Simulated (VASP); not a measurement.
# ZnCd3Se3S: relaxation of cell and atoms with PBE

Crystal: ZnCd3Se3S.

```
Zn Cd Se S
1.0
     5.94699    0.00000    0.00000
    -2.97350    5.15025    0.00000
     0.00000    0.00000    7.65398
Zn Cd Se S
1 3 3 1
Direct
  0.66667 0.33333 0.00000
  0.33333 0.66667 0.77499
  0.33333 0.66667 0.22501
  0.33333 0.66667 0.50000
  0.87433 0.12567 0.00000
  0.87433 0.74866 0.00000
  0.25134 0.12567 0.00000
  0.00000 0.00000 0.50000
```

The cell was built by a generator and needn't be a form met in nature.

```json
{
 "Program": "VASP 6.6.1",
 "Task": "relaxation of cell and atoms",
 "Functional": "PBE",
 "Potentials or basis": "VASP PAW PBE potentials, release 64 (Zn, Cd, Se, S)",
 "Cutoff": "520 eV",
 "k mesh": "3 × 3 × 2",
 "Occupations": "gaussian, width 0.15 eV",
 "Spin": "no spin polarisation",
 "Further INCAR settings": "PREC = Normal; ALGO = Fast; EDIFF = 0.0001; IBRION = 2; EDIFFG = -0.08; NSW = 24; ISIF = 3"
}
```

```json
{
  "Relaxed volume": "39.54 Å³/atom",
  "Relaxed cell": "a = 6.631 Å, b = 6.631 Å, c = 8.308 Å, α = 90.00°, β = 90.00°, γ = 120.00°",
  "Space group after relaxing (to 0.05 Å)": "P-6m2 (No. 187)",
  "Energy gained by relaxing": "915.5 meV/atom",
  "Ionic steps": "17",
  "Pressure after relaxing": "0.2 GPa",
  "Largest force after relaxing": "0.059 eV/Å",
  "Band gap on the k mesh": "none (metal or under the smearing width)"
}
```

Forces in eV/Å, atoms in the order of the input:
```
Zn   0.000  0.000  0.000
Cd   0.000  0.000  0.057
Cd   0.000  0.000 -0.057
Cd   0.000  0.000  0.000
Se   0.051 -0.029  0.000
Se   0.000  0.059  0.000
Se  -0.051 -0.029  0.000
S    0.000  0.000  0.000
```

Stress tensor (GPa, compression positive):
```
0.28 0.00 0.00
0.00 0.28 0.00
0.00 0.00 0.19
```

Step by step:
```
step  energy change (eV)  largest force (eV/Å)  pressure (GPa)  volume (Å³)
   1              0.0000               11.7005           21.80       234.43
   2             70.0528                1.4513           -0.87       395.14
   3             -6.1693                1.5596           -0.33       382.08
   4             -6.3891                1.6958           -0.77       375.21
   5             -6.8552                0.7952            2.69       299.67
   6             -6.8980                1.3862            0.79       328.23
   7             -6.9360                1.2333            1.19       318.64
   8             -6.9383                1.1482            1.62       313.93
   9             -6.9388                1.1815            1.44       315.78
  10             -7.2283                0.0731           -0.37       333.61
  11             -7.2296                0.1385           -0.59       335.35
  12             -7.2768                0.1244           -0.45       329.89
  13             -7.3041                0.3647            0.17       314.99
  14             -7.3145                0.2622           -0.12       320.74
  15             -7.3148                0.2783           -0.10       319.65
  16             -7.3226                0.1427            0.04       317.54
  17             -7.3237                0.0589            0.25       316.34
```

Final structure:
```
Zn Cd Se S
1.0
     6.63061    0.00000    0.00000
    -3.31531    5.74228    0.00000
     0.00000    0.00000    8.30837
Zn Cd Se S
1 3 3 1
Direct
  0.66667 0.33333 0.00000
  0.33333 0.66667 0.82877
  0.33333 0.66667 0.17123
  0.33333 0.66667 0.50000
  0.86648 0.13352 0.00000
  0.86648 0.73297 0.00000
  0.26703 0.13352 0.00000
  0.00000 0.00000 0.50000
```

Levels at points of the mesh, in eV from the Fermi level:
| k point | band 33 | band 34 | band 35 | band 36 | band 37 | band 38 |
| --- | --- | --- | --- | --- | --- | --- |
| (0.00, 0.00, 0.00) | -0.29 | -0.25 | -0.25 | 0.00 | 1.11 | 1.32 |
| (0.00, 0.00, 0.50) | -0.23 | -0.05 | -0.05 | 1.11 | 1.33 | 1.33 |

It took 12 min on 1 thread of Intel(R) Xeon(R) Platinum 8488C (Sapphire Rapids), on a shared host, peak memory 0.3 GiB.

Caveat: the k mesh is coarse (spacing up to 0.41 Å⁻¹), so the values aren't converged; the volume moved by over 15 % at a fixed basis, so the end points are rough; the relaxation stopped at a loose force limit of 0.08 eV/Å, so its end isn't a converged minimum.
